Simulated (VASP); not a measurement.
Given:

```
CELL_PARAMETERS angstrom
      3.41650     0.00000     0.00000
      0.00000     3.41650     0.00000
      0.00000     0.00000     3.41650
ATOMIC_POSITIONS crystal
  Nb 0.00000 0.00000 0.00000
  Te 0.50000 0.50000 0.50000
```

Computed with r2SCAN meta-GGA, VASP's PBE PAW potentials (set 64) (plane waves; VASP). Settings: 400 eV cut-off, 12×12×12 Γ-centred mesh, tetrahedra with Blöchl corrections, potentials Nb_sv Te.

**Question.** Give the energies of bands 6 to 12 at the high-symmetry points, in eV from the Fermi level.

**Answer.** 
```json
[
 {"band": "6", "Γ": "-2.92", "X": "-8.34", "M": "-5.96", "R": "-6.84"},
 {"band": "7", "Γ": "-2.92", "X": "-3.00", "M": "-5.96", "R": "-6.84"},
 {"band": "8", "Γ": "-1.38", "X": "-3.00", "M": "-2.84", "R": "-6.84"},
 {"band": "9", "Γ": "-1.38", "X": "-2.14", "M": "-0.35", "R": "2.05"},
 {"band": "10", "Γ": "-1.38", "X": "1.32", "M": "-0.35", "R": "2.05"},
 {"band": "11", "Γ": "1.16", "X": "2.32", "M": "0.54", "R": "2.05"},
 {"band": "12", "Γ": "1.16", "X": "4.77", "M": "1.43", "R": "2.65"}
]
```

It has no gap at this level: it comes out as a metal or semimetal.

The structure was generated: NbTe was put into the CsCl type type (Pm-3m), which need not be its known phase. It was relaxed first, which changed the volume by -34 %. The electron count is odd and the run is not spin-polarised, which forces a metal.
